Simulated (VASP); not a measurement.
Calculation: PBE GGA, VASP's PBE PAW potentials (set 64) (plane waves; VASP 6.6.1).

A VASP calculation is set up with these files.

**INCAR**
```
! general
SYSTEM  = Sb
PREC    = Accurate
ENCUT   = 480   ! plane-wave cut-off (eV)
LREAL   = F   ! projection in real space or not
LASPH   = T

! electronic loop
EDIFF   = 1E-6
NELM    = 100
ALGO    = Normal   ! blocked Davidson
LMAXMIX = 4

! smearing
ISMEAR  = 1
SIGMA   = 0.1   ! width (eV)

! functional
GGA     = PE

! ions
IBRION  = 2
NSW     = 60   ! most ionic steps
ISIF    = 3
EDIFFG  = -0.01   ! ionic stop

! output
LWAVE   = F
LCHARG  = F
```

**KPOINTS**
```
K-points
0
Gamma
 9 9 9
```

### POSCAR
```
Sb
1.0
  3.9573420000  -2.1550000000   0.0000000000
  3.9573420000   2.1550000000   0.0000000000
  2.7838200000   0.0000000000   3.5432930000
Sb
2
Cart
  2.4981006840   0.0000000000   0.8273589155
  8.2004033160  -0.0000000000   2.7159340845
```

POTCAR, in this order: Sb (PBE.64 set). Program: vasp_std.

Output

**OSZICAR**
```
       N       E                     dE             d eps       ncg     rms          rms(c)
DAV:   1     0.361895965841E+02    0.36190E+02   -0.35440E+03  1530   0.819E+02
DAV:   2    -0.662971581512E+01   -0.42819E+02   -0.41717E+02  2154   0.121E+02
DAV:   3    -0.824521574863E+01   -0.16155E+01   -0.16059E+01  1885   0.282E+01
DAV:   4    -0.825788707989E+01   -0.12671E-01   -0.12669E-01  1905   0.294E+00
DAV:   5    -0.825798629244E+01   -0.99213E-04   -0.99211E-04  1749   0.261E-01    0.302E+00
DAV:   6    -0.825646118518E+01    0.15251E-02   -0.26513E-03  1717   0.438E-01    0.183E+00
DAV:   7    -0.825582953299E+01    0.63165E-03   -0.64668E-03  1605   0.681E-01    0.782E-02
DAV:   8    -0.825594023068E+01   -0.11070E-03   -0.20388E-04  1707   0.110E-01    0.239E-02
DAV:   9    -0.825597063417E+01   -0.30403E-04   -0.47354E-05  1608   0.526E-02    0.624E-03
DAV:  10    -0.825597119312E+01   -0.55895E-06   -0.48520E-06  1853   0.145E-02
   1 F= -.82559712E+01 E0= -.82559032E+01  d E =-.825597E+01
       N       E                     dE             d eps       ncg     rms          rms(c)
DAV:   1    -0.834519589074E+01   -0.89225E-01   -0.22204E+00  1638   0.794E+00    0.121E+00
DAV:   2    -0.829559790353E+01    0.49598E-01   -0.46803E-02  1570   0.155E+00    0.708E-01
DAV:   3    -0.826963162318E+01    0.25966E-01   -0.56978E-02  1593   0.122E+00    0.203E-01
DAV:   4    -0.826958127693E+01    0.50346E-04   -0.53063E-04  1636   0.204E-01    0.168E-01
DAV:   5    -0.826948535289E+01    0.95924E-04   -0.14239E-04  1639   0.820E-02    0.878E-03
DAV:   6    -0.826948670648E+01   -0.13536E-05   -0.13435E-05  1640   0.272E-02    0.573E-03
DAV:   7    -0.826948710915E+01   -0.40267E-06   -0.23449E-06  1471   0.110E-02
   2 F= -.82694871E+01 E0= -.82695990E+01  d E =-.135159E-01
       N       E                     dE             d eps       ncg     rms          rms(c)
DAV:   1    -0.829341007028E+01   -0.23923E-01   -0.38691E-01  1640   0.338E+00    0.509E-01
DAV:   2    -0.828494116281E+01    0.84689E-02   -0.75528E-03  1595   0.613E-01    0.291E-01
DAV:   3    -0.828055739260E+01    0.43838E-02   -0.93483E-03  1609   0.497E-01    0.903E-02
DAV:   4    -0.828055016949E+01    0.72231E-05   -0.84560E-05  1611   0.830E-02    0.765E-02
DAV:   5    -0.828053089692E+01    0.19273E-04   -0.23316E-05  1610   0.339E-02    0.793E-03
DAV:   6    -0.828053126165E+01   -0.36473E-06   -0.19699E-06  1446   0.107E-02
   3 F= -.82805313E+01 E0= -.82806089E+01  d E =-.245601E-01
       N       E                     dE             d eps       ncg     rms          rms(c)
DAV:   1    -0.828092538743E+01   -0.39449E-03   -0.73321E-03  1554   0.517E-01    0.282E-02
DAV:   2    -0.828091556388E+01    0.98236E-05   -0.21467E-04  1699   0.109E-01    0.197E-02
DAV:   3    -0.828089764734E+01    0.17917E-04   -0.26405E-05  1696   0.295E-02    0.432E-03
DAV:   4    -0.828089608744E+01    0.15599E-05   -0.30690E-06  1601   0.987E-03    0.426E-03
DAV:   5    -0.828089613933E+01   -0.51887E-07   -0.70642E-08   765   0.242E-03
   4 F= -.82808961E+01 E0= -.82809791E+01  d E =-.364878E-03
       N       E                     dE             d eps       ncg     rms          rms(c)
DAV:   1    -0.828137779545E+01   -0.48171E-03   -0.36739E-02  1554   0.116E+00    0.640E-02
DAV:   2    -0.828132821768E+01    0.49578E-04   -0.10776E-03  1707   0.244E-01    0.439E-02
DAV:   3    -0.828124094590E+01    0.87272E-04   -0.12883E-04  1704   0.652E-02    0.995E-03
DAV:   4    -0.828123318287E+01    0.77630E-05   -0.16535E-05  1775   0.227E-02    0.963E-03
DAV:   5    -0.828123327618E+01   -0.93310E-07   -0.35052E-07   801   0.534E-03
   5 F= -.82812333E+01 E0= -.82813253E+01  d E =-.702015E-03
       N       E                     dE             d eps       ncg     rms          rms(c)
DAV:   1    -0.828134697807E+01   -0.11380E-03   -0.46102E-03  1578   0.388E-01    0.251E-02
DAV:   2    -0.828133942117E+01    0.75569E-05   -0.12743E-04  1579   0.874E-02    0.155E-02
DAV:   3    -0.828133173393E+01    0.76872E-05   -0.34121E-05  1708   0.337E-02    0.280E-03
DAV:   4    -0.828133174665E+01   -0.12723E-07   -0.19191E-06  1336   0.107E-02
   6 F= -.82813317E+01 E0= -.82814247E+01  d E =-.984705E-04
       N       E                     dE             d eps       ncg     rms          rms(c)
DAV:   1    -0.828141931042E+01   -0.87576E-04   -0.98354E-03  1578   0.566E-01    0.365E-02
DAV:   2    -0.828140314210E+01    0.16168E-04   -0.27330E-04  1578   0.128E-01    0.223E-02
DAV:   3    -0.828138687017E+01    0.16272E-04   -0.72700E-05  1719   0.493E-02    0.412E-03
DAV:   4    -0.828138697552E+01   -0.10535E-06   -0.42275E-06  1559   0.158E-02
   7 F= -.82813870E+01 E0= -.82814807E+01  d E =-.153699E-03
```

### OUTCAR
```
------------------------ aborting loop because EDIFF is reached ----------------------------------------
  FORCE on cell =-STRESS in cart. coord.  units (eV):
  Direction    XX          YY          ZZ          XY          YZ          ZX
  --------------------------------------------------------------------------------------
  Total        0.0094196      0.0094518      0.0094483      0.0000000      0.0000000     -0.0000107
  in kB        0.2372277      0.2380393      0.2379503      0.0000000      0.0000000     -0.0002688
  external PRESSURE =       0.2377391 kB  Pullay stress =       0.0000000 kB
  volume of cell :       63.62
      direct lattice vectors                 reciprocal lattice vectors
     4.032628869 -2.189945083  0.003681334     0.124077847 -0.228316228 -0.097765944
     4.032628869  2.189945083  0.003681334     0.124077847  0.228316228 -0.097765944
     2.840077239  0.000000000  3.604431735    -0.000253450  0.000000000  0.277635947
 POSITION                                       TOTAL-FORCE (eV/Angst)
 -----------------------------------------------------------------------------------
      2.54131      0.00000      0.84167         0.002935      0.000000      0.000972
      8.36403      0.00000      2.77013        -0.002935     -0.000000     -0.000972
 -----------------------------------------------------------------------------------
    total drift:                                0.000000     -0.000000      0.000000
  FREE ENERGIE OF THE ION-ELECTRON SYSTEM (eV)
  ---------------------------------------------------
  free  energy   TOTEN  =        -8.2813869755 eV

  energy  without entropy=       -8.2816681957  energy(sigma->0) =       -8.28148072

 reached required accuracy - stopping structural energy minimisation
```
(Selected blocks of OUTCAR.)

### CONTCAR
```
Sb
   1.00000000000000
     4.0326288686658440   -2.1899450827519353    0.0036813338699051
     4.0326288686658440    2.1899450827519353    0.0036813338699050
     2.8400772391025146    0.0000000000000000    3.6044317347052259
  Sb
     2
Direct
     0.2330332088584873    0.2330332088584873    0.2330332088535508
     0.7669667911415128    0.7669667911415128    0.7669667911464493
```

Energy and stress use the plane-wave basis of the starting cell.

The compound is Sb in the a7 structure. This run relaxes it. Symmetry was kept, so distortions that lower it aren't found.
